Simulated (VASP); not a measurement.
# Ga2SnSe (P-3m1) in VASP: single point with r2SCAN

Aim: the single point of Ga2SnSe with r2SCAN.

Everything below comes from runs of VASP 6.6.1. Logs are shortened: lines on timing, memory, paths and dates and some standing lists are left out, and cuts for length are marked.

**1. Starting point**

The structure is trigonal, space group P-3m1 (No. 164). The conventional cell has a = 3.944 Å, b = 3.944 Å, c = 16.368 Å, α = 90.00°, β = 90.00°, γ = 120.00°. Ga (site symmetry 3m) is surrounded by 1 Ga at 2.47 Å and 3 Se at 2.54 Å. Ga (site symmetry 3m) has 3 Ga at 2.61 Å and 4 Sn at 2.84 to 2.96 Å as nearest neighbours. Around Sn (site symmetry 3m) lie 4 Ga at 2.84 to 2.96 Å. Se (site symmetry 3m) has 3 Ga at 2.54 Å as nearest neighbours.

The cell was built by a generator and needn't be a form met in nature.

**2. Single point, r2SCAN**

Input file INCAR:

```
SYSTEM = Ga2SnSe
PREC     = Accurate       ! precision mode
ENCUT    = 520            ! plane-wave cutoff, eV
EDIFF    = 1E-6           ! SCF threshold, eV
ISMEAR   = 0              ! smearing method
SIGMA    = 0.1            ! smearing width, eV
LREAL    = .False.        ! projectors in reciprocal space
LASPH    = .True.         ! aspherical terms in the spheres
NELM     = 150            ! most SCF steps
ALGO     = Normal         ! electronic algorithm
ISIF     = 2              ! what is computed and relaxed
LWAVE    = .False.        ! write WAVECAR
LCHARG   = .False.        ! write CHGCAR
METAGGA  = R2SCAN         ! meta-GGA
LMIXTAU  = .True.       
NBANDS   = 56             ! bands
KPAR     = 4
```

Input file KPOINTS:

```
regular mesh
0
Gamma
  10 10 2
  0 0 0
```

Input file POSCAR:

```
Ga2SnSe
1.0
    3.9439430000      0.0000000000      0.0000000000
   -1.9719720000      3.4155550000      0.0000000000
    0.0000000000      0.0000000000     16.3682600000
Ga Sn Se
4 2 2
Direct
    0.0000000000      0.0000000000      0.0753750000
    0.0000000000      0.0000000000      0.9246250000
    0.3333330000      0.6666670000      0.4611690000
    0.6666670000      0.3333330000      0.5388310000
    0.3333330000      0.6666670000      0.6423020000
    0.6666670000      0.3333330000      0.3576980000
    0.3333330000      0.6666670000      0.1434730000
    0.6666670000      0.3333330000      0.8565270000
```

Potentials or basis: VASP PAW PBE potentials, release 64 (Ga_d, Sn_d, Se).

Launch:

```sh
> cat potpaw_PBE.64/Ga_d/POTCAR potpaw_PBE.64/Sn_d/POTCAR potpaw_PBE.64/Se/POTCAR > POTCAR
> mpirun -np 4 vasp_std > vasp.out
```

OUTCAR:

```text
SYSTEM = Ga2SnSe
   PREC = Accurate
   ENCUT = 520
   EDIFF = 1E-6
   ISMEAR = 0
   LREAL = .False.
   LASPH = .True.
   NELM = 150
   ISIF = 2
   METAGGA = R2SCAN

 ion  position               nearest neighbor table
   1  0.000  0.000  0.075-   2 2.47   7 2.54   7 2.54   7 2.54
   2  0.000  0.000  0.925-   1 2.47   8 2.54   8 2.54   8 2.54
   3  0.333  0.667  0.461-   4 2.61   4 2.61   4 2.61   6 2.84   6 2.84   6 2.84   5 2.96
   4  0.667  0.333  0.539-   3 2.61   3 2.61   3 2.61   5 2.84   5 2.84   5 2.84   6 2.96
   5  0.333  0.667  0.642-   4 2.84   4 2.84   4 2.84   3 2.96
   6  0.667  0.333  0.358-   3 2.84   3 2.84   3 2.84   4 2.96
   7  0.333  0.667  0.143-   1 2.54   1 2.54   1 2.54
   8  0.667  0.333  0.857-   2 2.54   2 2.54   2 2.54

  LATTYP: Found a hexagonal cell.
 ALAT       =     3.9439430000
 C/A-ratio  =     4.1502273233

  Lattice vectors:

 A1 = (   3.9439430000,   0.0000000000,   0.0000000000)
 A2 = (  -1.9719720000,   3.4155550000,   0.0000000000)
 A3 = (   0.0000000000,   0.0000000000,  16.3682600000)

Analysis of symmetry for initial positions (statically):
=====================================================================
 Subroutine PRICEL returns:
 Original cell was already a primitive cell.

 Routine SETGRP: Setting up the symmetry group for a
 hexagonal supercell.

 Subroutine GETGRP returns: Found 12 space group operations
 (whereof 12 operations were pure point group operations)
 out of a pool of 24 trial point group operations.

The static configuration has the point symmetry D_3d.

Analysis of symmetry for dynamics (positions and initial velocities):
=====================================================================
 Subroutine PRICEL returns:
 Original cell was already a primitive cell.

 Routine SETGRP: Setting up the symmetry group for a
 hexagonal supercell.

 Subroutine GETGRP returns: Found 12 space group operations
 (whereof 12 operations were pure point group operations)
 out of a pool of 24 trial point group operations.

The dynamic configuration has the point symmetry D_3d.

 Subroutine INISYM returns: Found 12 space group operations
 (whereof 12 operations are pure point group operations),
 and found     1 'primitive' translations

----------------------------------------------------------------------------------------

                                     Primitive cell

  volume of cell :     220.4928

  direct lattice vectors                    reciprocal lattice vectors
     3.943943000  0.000000000  0.000000000     0.253553360  0.146389131  0.000000000
    -1.971972000  3.415555000  0.000000000     0.000000000  0.292778187  0.000000000
     0.000000000  0.000000000 16.368260000     0.000000000  0.000000000  0.061093849

  length of vectors
     3.943943000  3.943943398 16.368260000     0.292778216  0.292778187  0.061093849

  position of ions in fractional coordinates (direct lattice)
     0.000000000  0.000000000  0.075375000
     0.000000000  0.000000000  0.924625000
     0.333333000  0.666667000  0.461169000
     0.666667000  0.333333000  0.538831000
     0.333333000  0.666667000  0.642302000
     0.666667000  0.333333000  0.357698000
     0.333333000  0.666667000  0.143473000
     0.666667000  0.333333000  0.856527000

  ion indices of the primitive-cell ions
   primitive index   ion index
                 1           1
                 2           2
                 3           3
                 4           4
                 5           5
                 6           6
                 7           7
                 8           8

----------------------------------------------------------------------------------------

 KPOINTS: regular mesh

Automatic generation of k-mesh.
 Grid dimensions read from file:
 generate k-points for:   10   10    2

 Generating k-lattice:

  Cartesian coordinates                     Fractional coordinates (reciprocal lattice)
     0.025355336  0.014638913  0.000000000     0.100000000  0.000000000  0.000000000
     0.000000000  0.029277819  0.000000000     0.000000000  0.100000000  0.000000000
     0.000000000  0.000000000  0.030546924     0.000000000  0.000000000  0.500000000

  Length of vectors
     0.029277822  0.029277819  0.030546924

  Shift w.r.t. Gamma in fractional coordinates (k-lattice)
     0.000000000  0.000000000  0.000000000

 Subroutine IBZKPT returns following result:
 ===========================================

 Found     28 irreducible k-points:

 Following reciprocal coordinates:
            Coordinates               Weight
  0.000000  0.000000  0.000000      1.000000
  0.100000  0.000000  0.000000      6.000000
  0.200000  0.000000  0.000000      6.000000
  0.300000  0.000000  0.000000      6.000000
  0.400000  0.000000  0.000000      6.000000
  0.500000  0.000000  0.000000      3.000000
[... 16 lines left out ...]
  0.300000  0.100000  0.500000     12.000000
  0.400000  0.100000  0.500000     12.000000
 [... further k-points ...]
   k-points           NKPTS =     28   k-points in BZ     NKDIM =     28   number of bands    NBANDS=     56
   number of dos      NEDOS =    301   number of ions     NIONS =      8
   total plane-waves  NPLWV = 113400
   dimension x,y,z NGX =    30 NGY =   30 NGZ =  126
   dimension x,y,z NGXF=    60 NGYF=   60 NGZF=  252
   ions per type =               4   2   2
   NGX,Y,Z   is equivalent  to a cutoff of  12.65, 12.65, 12.80 a.u.
   NGXF,Y,Z  is equivalent  to a cutoff of  25.29, 25.29, 25.59 a.u.
 SYSTEM =  Ga2SnSe
   PREC   = accura    normal or accurate (medium, high low for compatibility)
   ISTART =      0    job   : 0-new  1-cont  2-samecut
   ICHARG =      2    charge: 1-file 2-atom 10-const
   ISPIN  =      1    spin polarized calculation?
   LNONCOLLINEAR =      F non collinear calculations
   LSORBIT =      F    spin-orbit coupling
   LASPH  =      T    aspherical Exc in radial PAW
   ENCUT  =  520.0 eV  38.22 Ry    6.18 a.u.   7.33  7.33 30.43*2*pi/ulx,y,z
   NELM   =    150;   NELMIN=  2; NELMDL= -5     # of ELM steps
   EDIFF  = 0.1E-05   stopping-criterion for ELM
   LREAL  =      F    real-space projection
   EDIFFG = 0.1E-04   stopping-criterion for IOM
   NSW    =      0    number of steps for IOM
   IBRION =     -1    ionic relax: 0-MD 1-quasi-New 2-CG
   NFREE  =      0    steps in history (QN), initial steepest desc. (CG)
   ISIF   =      2    stress and relaxation
   ISYM   =      2    0-nonsym 1-usesym 2-fastsym
   POTIM  = 0.5000    time-step for ionic-motion
   TEBEG  =    0.0;   TEEND  =   0.0 temperature during run
   PSTRESS=    0.0 pullay stress
   NELECT =      92.0000    total number of electrons
   NUPDOWN=      -1.0000    fix difference up-down
   EMIN   =  10.00;   EMAX   =-10.00  energy-range for DOS
   EFERMI =   0.00;   METHOD = LEGACY
   ISMEAR =     0;   SIGMA  =   0.10  broadening in eV -4-tet -1-fermi 0-gaus
   EFERMI_NEDOS =   21; number of points for ismear=-14 and -15
   IALGO  =     38    algorithm
   IMIX   =      4    mixing-type and parameters
     AMIX     =   0.40;   BMIX     =  1.00
     AMIX_MAG =   1.60;   BMIX_MAG =  1.00
  volume/ion in A,a.u.               =      27.56       185.99
  Fermi-wavevector in a.u.,A,eV,Ry     =   1.223318  2.311735 20.361206  1.496506
  Thomas-Fermi vector in A             =   2.358433
   LORBIT       =      0    0 simple, 1 ext, 2 COOP (PROOUT), +10 PAW based schemes
   METAGGA = R2SCAN    functional components
   LHFCALC =     F    Hartree Fock is set to
   AEXX    =    0.0000 exact exchange contribution
   IVDW    =     0    specifies the selected vdW correction
   LEPSILON=     F    determine dielectric tensor
   LRPA    =     F    only Hartree local field effects (RPA)
 non-spin polarized calculation
 Gauss-broadening in eV      SIGMA  =   0.10
  energy-cutoff  :      520.00
  volume of cell :      220.49
 maximum number of plane-waves:      6024
 NGX is ok and might be reduce to    30
   NGX = 15   NGY = 15   NGZ = 61

 number of electron      92.0000038 magnetization

 Free energy of the ion-electron system (eV)
  ---------------------------------------------------
  ext. energy  EPLUGINS =         0.00000000
  ---------------------------------------------------
  free energy    TOTEN  =      -125.68990431 eV

  energy without entropy =     -125.67923458  energy(sigma->0) =     -125.68456944

 E-fermi :   4.1777     XC(G=0):  -9.7824

 val. band max:        4.1772461513   @ k =   0.2000   0.0000   0.5000
 cond. band min:       4.1924163200   @ k =   0.2000   0.0000   0.0000
 fundamental gap:      0.0151701688
 Fermi energy:         4.1776619378

 k-point     1 :       0.0000    0.0000    0.0000
  band No.  band energies     occupation
      1     -17.8988      2.00000
      2     -17.8988      2.00000
      3     -17.8986      2.00000
      4     -17.8986      2.00000
      5     -17.8674      2.00000
      6     -17.8671      2.00000
[... 48 lines left out ...]
     55       8.3877      0.00000
     56       9.0912      0.00000

 k-point     2 :       0.1000    0.0000    0.0000
  band No.  band energies     occupation
      1     -17.8993      2.00000
      2     -17.8991      2.00000
      3     -17.8958      2.00000
      4     -17.8956      2.00000
      5     -17.8656      2.00000
      6     -17.8652      2.00000
[... 48 lines left out ...]
     55       8.6548      0.00000
     56       8.6707      0.00000

 k-point     3 :       0.2000    0.0000    0.0000
  band No.  band energies     occupation
      1     -17.9013      2.00000
      2     -17.9008      2.00000
      3     -17.8884      2.00000
      4     -17.8881      2.00000
      5     -17.8631      2.00000
      6     -17.8617      2.00000
[... 1172 lines left out ...]
 k-point    23 :       0.3000    0.1000    0.5000
  band No.  band energies     occupation
      1     -17.9034      2.00000
      2     -17.9025      2.00000
      3     -17.8789      2.00000
      4     -17.8785      2.00000
      5     -17.8678      2.00000
      6     -17.8672      2.00000
[... 48 lines left out ...]
     55       7.7974      0.00000
     56       8.9065      0.00000

 k-point    24 :       0.4000    0.1000    0.5000
  band No.  band energies     occupation
      1     -17.9050      2.00000
      2     -17.9038      2.00000
      3     -17.8761      2.00000
      4     -17.8758      2.00000
      5     -17.8701      2.00000
      6     -17.8695      2.00000
[... 48 lines left out ...]
     55       7.7694      0.00000
     56       8.8048      0.00000

 [... further k-points ...]

------------------------ aborting loop because EDIFF is reached ----------------------------------------

  FORCE on cell =-STRESS in cart. coord.  units (eV):
  Direction    XX          YY          ZZ          XY          YZ          ZX
  --------------------------------------------------------------------------------------
  -------------------------------------------------------------------------------------
  Total       -2.3814198     -2.3814200     -3.1987105      0.0000003      0.0000000      0.0000000
  in kB      -17.3042233    -17.3042251    -23.2429415      0.0000025      0.0000000      0.0000000
  external PRESSURE =     -19.2837966 kB  Pullay stress =       0.0000000 kB

 VOLUME and BASIS-vectors are now :
 -----------------------------------------------------------------------------
  energy-cutoff  :      520.00
  volume of cell :      220.49
      direct lattice vectors                 reciprocal lattice vectors
     3.943943000  0.000000000  0.000000000     0.253553360  0.146389131  0.000000000
    -1.971972000  3.415555000  0.000000000     0.000000000  0.292778187  0.000000000
     0.000000000  0.000000000 16.368260000     0.000000000  0.000000000  0.061093849

 POSITION                                       TOTAL-FORCE (eV/Angst)
 -----------------------------------------------------------------------------------
      0.00000      0.00000      1.23376        -0.000000     -0.000000      0.044244
      0.00000      0.00000     15.13450         0.000000      0.000000     -0.044244
     -0.00000      2.27704      7.54853        -0.000000      0.000000      0.100430
      1.97197      1.13852      8.81973         0.000000     -0.000000     -0.100430
     -0.00000      2.27704     10.51337         0.000000     -0.000000     -0.382666
      1.97197      1.13852      5.85489        -0.000000      0.000000      0.382666
     -0.00000      2.27704      2.34840        -0.000000      0.000000     -0.256915
      1.97197      1.13852     14.01986         0.000000      0.000000      0.256915
 -----------------------------------------------------------------------------------
    total drift:                                0.000000      0.000000      0.000000

  FREE ENERGIE OF THE ION-ELECTRON SYSTEM (eV)
  ---------------------------------------------------
  free  energy   TOTEN  =      -125.6899043087 eV

  energy  without entropy=     -125.6792345759  energy(sigma->0) =     -125.68456944
```

Wall time 8.6 min (4 MPI ranks of Intel Xeon 6975P-C (Granite Rapids), shared host); peak memory 0.58 GiB.

Results:

* Free energy: -125.6899 eV
* Pressure: -1.9 GPa
* Largest force: 0.383 eV/Å
* Band gap on the k mesh: none (metal or under the smearing width)

Forces on the atoms (eV/Å):
```
Ga   0.000  0.000  0.044
Ga   0.000  0.000 -0.044
Ga   0.000  0.000  0.100
Ga   0.000  0.000 -0.100
Sn   0.000  0.000 -0.383
Sn   0.000  0.000  0.383
Se   0.000  0.000 -0.257
Se   0.000  0.000  0.257
```

Caveat: the PAW data sets were made with another functional, which shifts forces and pressure a little.
